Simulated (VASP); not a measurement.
**KNi2S2: hyperfine terms and field gradients**

Aim: the hyperfine contact terms and the field gradients at the nuclei of KNi2S2, by functional. The start is a cell from a database of measured crystal structures.

Calculated with VASP 6.6.1; LDA, DFT+U (Ni d 3 eV), spin-polarised from a ferromagnetic start; plane waves and PAW (Ni, K_sv, S), in the first sound run; inputs show where later runs differ.

**1. The starting structure**

The structure is tetragonal, space group I4/mmm (No. 139). The conventional cell has a = 3.791 Å, b = 3.791 Å, c = 12.829 Å, α = 90.00°, β = 90.00°, γ = 90.00°. Nearest to Ni lie 4 S at 2.36 Å. Nearest to K lie 8 S at 3.23 Å. Nearest to S lie 4 Ni at 2.36 Å and 4 K at 3.23 Å. Farther neighbours and most contacts between anions are not listed.

**2. Local probes at LDA**

Field gradients probe the charge near the nuclei, so LASPH is on and the cutoff is at least 1.4 times the default of the data sets; this run is at LDA. LHYPERFINE adds the spin density at the nuclei, with NGYROMAG = 1 for all, so that values scale to any isotope.

INCAR reads:

```
SYSTEM = KNi2S2
PREC = Accurate
ENCUT = 400
EDIFF = 1E-07
NELM = 100
ISMEAR = -1
SIGMA = 0.05
LREAL = .FALSE.
ALGO = Normal
GGA = CA
NBANDS = 31
ISPIN = 2
MAGMOM = 1 1 0 0 0
LDAU = .TRUE.
LDAUTYPE = 2
LDAUL = 2 -1 -1
LDAUU = 3 0 0
LDAUJ = 0 0 0
LDAUPRINT = 1
LASPH = .TRUE.
LMAXMIX = 4
LORBIT = 11
LWAVE = .FALSE.
LCHARG = .FALSE.
KPAR = 4
LEFG = .TRUE.
ICORELEVEL = 1
LHYPERFINE = .TRUE.
NGYROMAG = 1 1 1
```

POSCAR reads:

```
KNi2S2
1.0
   -1.8955000000      1.8955000000      6.4145000000
    1.8955000000     -1.8955000000      6.4145000000
    1.8955000000      1.8955000000     -6.4145000000
Ni K S
2 1 2
Direct
    0.2500000000      0.7500000000      0.5000000000
    0.7500000000      0.2500000000      0.5000000000
    0.0000000000      0.0000000000      0.0000000000
    0.6400000000      0.6400000000      0.0000000000
    0.3600000000      0.3600000000      0.0000000000
```

KPOINTS reads:

```
Automatic mesh
0
Gamma
10 10 10
0 0 0
```

The projector-augmented-wave data sets are Ni, K_sv and S (PBE family, release 64).

Run with:

```bash
> mpirun -np 4 vasp_std
```

The program printed:

```text
[banner, memory and clock lines left out]
running    4 mpi-ranks, on    1 nodes
 distrk:  each k-point on    1 cores,    4 groups
 distr:  one band on    1 cores,    1 groups

 POSCAR found type information on POSCAR NiK S
 POSCAR found :  3 types and       5 ions
|                                                                             |
|               ----> ADVICE to this user running VASP <----                  |
|                                                                             |
|     You enforced a specific xc type in the INCAR file but a different       |
|     [... a line on the potential file left out ...]
|     I HOPE YOU KNOW WHAT YOU ARE DOING!                                     |
|                                                                             |

 LDA part: xc-table for (Slater(with rela. corr.)+CA(PZ))
 , standard interpolation
 POSCAR, INCAR and KPOINTS ok, starting setup
 FFT: planning ... GRIDC
 FFT: planning ... GRID_SOFT
 FFT: planning ... GRID
 WAVECAR not read
 entering main loop
       N       E                     dE             d eps       ncg     rms          rms(c)
DAV:   1     0.281689808292E+03    0.28169E+03   -0.15465E+04 12648   0.115E+03
DAV:   2     0.135777365890E+01   -0.28033E+03   -0.26664E+03 13187   0.299E+02
DAV:   3    -0.240923053145E+02   -0.25450E+02   -0.24856E+02 15373   0.101E+02
DAV:   4    -0.249754632242E+02   -0.88316E+00   -0.87934E+00 19741   0.179E+01
DAV:   5    -0.250022705933E+02   -0.26807E-01   -0.26798E-01 18047   0.245E+00    0.167E+01
DAV:   6    -0.260731652773E+02   -0.10709E+01   -0.25622E+01 15000   0.770E+01    0.228E+01
DAV:   7    -0.230135975204E+02    0.30596E+01   -0.10053E+01 16055   0.550E+01    0.558E+00
DAV:   8    -0.231464571867E+02   -0.13286E+00   -0.12189E+00 18453   0.819E+00    0.351E+00
DAV:   9    -0.231044070906E+02    0.42050E-01   -0.13227E-01 18946   0.571E+00    0.116E+00
DAV:  10    -0.231089439713E+02   -0.45369E-02   -0.42232E-02 19943   0.180E+00    0.627E-01
DAV:  11    -0.231125719851E+02   -0.36280E-02   -0.88677E-03 17014   0.991E-01    0.262E-01
DAV:  12    -0.231137482325E+02   -0.11762E-02   -0.19377E-03 18029   0.331E-01    0.136E-01
DAV:  13    -0.231140622819E+02   -0.31405E-03   -0.42528E-04 17386   0.138E-01    0.693E-02
DAV:  14    -0.231142072796E+02   -0.14500E-03   -0.30321E-04 18816   0.123E-01    0.287E-02
DAV:  15    -0.231142262380E+02   -0.18958E-04   -0.62207E-05 18818   0.578E-02    0.121E-02
DAV:  16    -0.231142276201E+02   -0.13821E-05   -0.58016E-06 16518   0.154E-02    0.799E-03
DAV:  17    -0.231142276675E+02   -0.47371E-07   -0.42629E-07 14496   0.426E-03
ion   1
     0.0000000     0.0000000    -0.0000000     9.2322527     0.0000000    -0.0000000
     0.0000452     0.0000000    -0.0000000     9.2322526     0.0000000    -0.0000000
     0.0000622     0.0000000    -0.0000000     9.2322525     0.0000000    -0.0000000
     0.0000857     0.0000000    -0.0000000     9.2322523     0.0000000    -0.0000000
     0.0001180     0.0000000    -0.0000000     9.2322520     0.0000000    -0.0000000

     0.0000000    -0.0000000    -0.0000000    43.6166823     0.0000000    -0.0000000
     0.0000452    -0.0000000    -0.0000000    43.6169623     0.0000000    -0.0000000
     0.0000622    -0.0000000    -0.0000000    43.6171279     0.0000000    -0.0000000
     0.0000857    -0.0000000    -0.0000000    43.6174014     0.0000000    -0.0000000
     0.0001180    -0.0000000    -0.0000000    43.6178510     0.0000000    -0.0000000

ion   2
     0.0000000     0.0000000     0.0000000     9.2322527     0.0000000     0.0000000
     0.0000452     0.0000000     0.0000000     9.2322526     0.0000000     0.0000000
     0.0000622     0.0000000     0.0000000     9.2322525     0.0000000     0.0000000
     0.0000857     0.0000000     0.0000000     9.2322523     0.0000000     0.0000000
     0.0001180     0.0000000     0.0000000     9.2322520     0.0000000     0.0000000

     0.0000000    -0.0000000     0.0000000    43.6166823     0.0000000     0.0000000
     0.0000452    -0.0000000     0.0000000    43.6169623     0.0000000     0.0000000
     0.0000622    -0.0000000     0.0000000    43.6171279     0.0000000     0.0000000
     0.0000857    -0.0000000     0.0000000    43.6174014     0.0000000     0.0000000
     0.0001180    -0.0000000     0.0000000    43.6178510     0.0000000     0.0000000

ion   3
     0.0000000    -0.0000000     0.0000000     0.1783787    -0.0000000    -0.0000000
     0.0000394    -0.0000000     0.0000000     0.1783787    -0.0000000    -0.0000000
     0.0000543    -0.0000000     0.0000000     0.1783787    -0.0000000    -0.0000000
     0.0000748    -0.0000000     0.0000000     0.1783787    -0.0000000    -0.0000000
     0.0001030    -0.0000000     0.0000000     0.1783787    -0.0000000    -0.0000000

     0.0000000    -0.0000000     0.0000000     5.6852853    -0.0000000    -0.0000000
     0.0000394    -0.0000000     0.0000000     5.6852556    -0.0000000    -0.0000000
     0.0000543    -0.0000000     0.0000000     5.6852380    -0.0000000    -0.0000000
     0.0000748    -0.0000000     0.0000000     5.6852088    -0.0000000    -0.0000000
     0.0001030    -0.0000000     0.0000000     5.6851609    -0.0000000    -0.0000000

ion   4
     0.0000000    -0.0000000     0.0000000     1.5594159     0.0000000    -0.0000000
     0.0000369    -0.0000000     0.0000000     1.5594159     0.0000000    -0.0000000
     0.0000508    -0.0000000     0.0000000     1.5594159     0.0000000    -0.0000000
     0.0000700    -0.0000000     0.0000000     1.5594158     0.0000000    -0.0000000
     0.0000964    -0.0000000     0.0000000     1.5594158     0.0000000    -0.0000000

     0.0000000    -0.0000000     0.0000000    21.9982432     0.0000000    -0.0000000
     0.0000369    -0.0000000     0.0000000    21.9981809     0.0000000    -0.0000000
     0.0000508    -0.0000000     0.0000000    21.9981430     0.0000000    -0.0000000
     0.0000700    -0.0000000     0.0000000    21.9980801     0.0000000    -0.0000000
     0.0000964    -0.0000000     0.0000000    21.9979764     0.0000000    -0.0000000

ion   5
     0.0000000    -0.0000000    -0.0000000     1.5594159     0.0000000    -0.0000000
     0.0000369    -0.0000000    -0.0000000     1.5594159     0.0000000    -0.0000000
     0.0000508    -0.0000000    -0.0000000     1.5594159     0.0000000    -0.0000000
     0.0000700    -0.0000000    -0.0000000     1.5594158     0.0000000    -0.0000000
     0.0000964    -0.0000000    -0.0000000     1.5594158     0.0000000    -0.0000000

     0.0000000    -0.0000000    -0.0000000    21.9982432     0.0000000    -0.0000000
     0.0000369    -0.0000000    -0.0000000    21.9981809     0.0000000    -0.0000000
     0.0000508    -0.0000000    -0.0000000    21.9981430     0.0000000    -0.0000000
     0.0000700    -0.0000000    -0.0000000    21.9980801     0.0000000    -0.0000000
     0.0000964    -0.0000000    -0.0000000    21.9979764     0.0000000    -0.0000000

   1 F= -.23114228E+02 E0= -.23102578E+02  d E =-.232986E-01  mag=     2.5257
```

Elapsed: 2.6 min, on 4 MPI ranks of Intel Xeon 6975P-C (Granite Rapids), shared host; peak memory 1.9 GiB; 10 min of CPU time.

The logs omit lines about the potential files and the build; timing stands in the text.

(Continued in part 2 of 4.)

[Lines on the potential files, build, host, timing and source positions are cut from VASP's logs without a mark.]

[Logs are printed without paths, hosts, clocks, repeated set-up lines and the standing remarks that a program may print on its own settings, such as how far it seeks lower states.]

[Hosts, paths, dates, database ids (printed as entryN), source tags and the programs' standing remarks are cut or masked in the printed files.]
